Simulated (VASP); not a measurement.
Input for VASP

### KPOINTS
```
Regular mesh
0
Gamma
  12 12 10
```

INCAR:
```
ALGO  =  Normal
EDIFF  =  1E-7
EDIFFG  =  -0.01
ENCUT  =  600
GGA  =  PS
IBRION  =  2
ISIF  =  3
ISMEAR  =  1
LASPH  =  .True.
LCHARG  =  .False.
LMAXMIX  =  4
LREAL  =  .False.
LWAVE  =  .False.
NELM  =  100
NSW  =  40
PREC  =  Accurate
PSTRESS  =  10
SIGMA  =  0.1
SYSTEM  =  TiB2
```

POSCAR:
```
TiB2
1
    1.5090223048    -2.6137033278    -0.0000000000
    1.5090223048     2.6137033278     0.0000000000
    0.0000000000     0.0000000000     3.1864759798
Ti B
1 2
Direct
  0.0000000000   0.0000000000   0.0000000000
  0.3333330000   0.6666670000   0.5000000000
  0.6666670000   0.3333330000   0.5000000000
```

POTCAR, in this order: Ti_sv B (PBE.64 set). Program: vasp_std.

**Question.** Write an equivalent input for Quantum ESPRESSO's pw.x.

**Answer.** One equivalent input (not run):
```
&CONTROL
  calculation = 'vc-relax'
  pseudo_dir = './pseudo'
  outdir = './out'
  tprnfor = .true.
  tstress = .true.
  nstep = 40
  forc_conv_thr = 0.00039
/
&SYSTEM
  ibrav = 0
  nat = 3
  ntyp = 2
  ecutwfc = 84
  occupations = 'smearing'
  smearing = 'methfessel-paxton'
  degauss = 0.00735
  input_dft = 'pbesol'
/
&ELECTRONS
  conv_thr = 7.3e-09
  electron_maxstep = 100
/
&IONS
/
&CELL
  press = 10
/
ATOMIC_SPECIES
  Ti 47.867 Ti.upf
  B 10.810 B.upf
CELL_PARAMETERS angstrom
     1.5090223   -2.6137033   -0.0000000
     1.5090223    2.6137033    0.0000000
     0.0000000    0.0000000    3.1864760
ATOMIC_POSITIONS crystal
  Ti   0.0000000  0.0000000  0.0000000
  B    0.3333330  0.6666670  0.5000000
  B    0.6666670  0.3333330  0.5000000
K_POINTS automatic
  12 12 10 0 0 0
```
Limits of the translation: the potentials are each code's own (VASP's PAW set, PseudoDojo norm-conserving files in pw.x), so ENCUT and ecutwfc are chosen apart and not converted; conv_thr bounds pw.x's estimated SCF error, while EDIFF bounds the energy change between steps; forc_conv_thr acts on force components and is met together with etot_conv_thr.

The compound is TiB2 in the AlB2 type structure. This run relaxes it under an external pressure of 1 GPa. Symmetry was kept, so distortions that lower it aren't found.
